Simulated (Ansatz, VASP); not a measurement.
**Two plane-wave programs on GaGe3**

INCAR

```
SYSTEM = GaGe3
PREC = Accurate ; ENCUT = 520
EDIFF = 1E-6 ; ISMEAR = -1
SIGMA = 0.05 ; LREAL = .FALSE.
LASPH = .TRUE. ; NELM = 80
ALGO = Normal ; ISIF = 2
LWAVE = .FALSE. ; LCHARG = .TRUE.
GGA = PS ; LELF = .TRUE.
LVHAR = .TRUE. ; NBANDS = 36
```

File KPOINTS:

```
Automatic mesh
0
G
  6 6 6
  0 0 0
```

File POSCAR:

```
GaGe3
1.0
    4.2784660000      0.0000000000      0.0000000000
    0.0000000000      4.2784660000      0.0000000000
    0.0000000000      0.0000000000      4.2784660000
Ge Ga
3 1
Direct
    0.5000000000      0.5000000000      0.0000000000
    0.5000000000      0.0000000000      0.5000000000
    0.0000000000      0.5000000000      0.5000000000
    0.0000000000      0.0000000000      0.0000000000
```

The input input.yaml:

```yaml
crystal:
  lattice:
    - [4.278466, 0.0, 0.0]
    - [0.0, 4.278466, 0.0]
    - [0.0, 0.0, 4.278466]
  atoms:
    - { symbol: Ge, position: [0.5, 0.5, 0.0] }
    - { symbol: Ge, position: [0.5, 0.0, 0.5] }
    - { symbol: Ge, position: [0.0, 0.5, 0.5] }
    - { symbol: Ga, position: [0.0, 0.0, 0.0] }
hamiltonian:
  xc: pbesol
  pseudopotentials: { kind: paw }
kpoints:
  mp_grid: { grid: [6, 6, 6] }
scf:
  occupations: { method: fermi_dirac, width: 0.05 }
output:
  forces: true
  stress: true
  eigenvalues: true
  write_density: true
  write_potential: true
  elf: true
  volumetric_format: npy
```

The cell comes from a database or a generator and needn't be the stable form of this composition.

Alike in both runs: task single point; functional PBEsol; k mesh 6 × 6 × 6; occupations fermi-dirac, width 0.05 eV; no spin polarisation.

|  | VASP | Ansatz |
| --- | --- | --- |
| version | VASP 6.6.1 | Ansatz 0.2.0 |
| potentials or method | VASP PAW PBE potentials, release 64 (Ge_d, Ga_d) | Ansatz PAW |
| plane-wave cutoff (eV) | 520 | 420 |
| valence electrons in the cell | 55 | 55 |

|  | VASP | Ansatz | Ansatz less VASP |
| --- | --- | --- | --- |
| gap on the k mesh at the Fermi level (eV) | none | none | - |
| pressure (GPa) | -3.4 | -3.4 | -0.01 |

A gap of «none» marks a metal or a gap that the smearing closes.

Caveats: the PAW data sets were made with another functional, which shifts forces and pressure a little (VASP); the PAW data sets come from PBE, with cores solved anew for the run's functional, which leaves a small shift of forces and pressure (Ansatz).
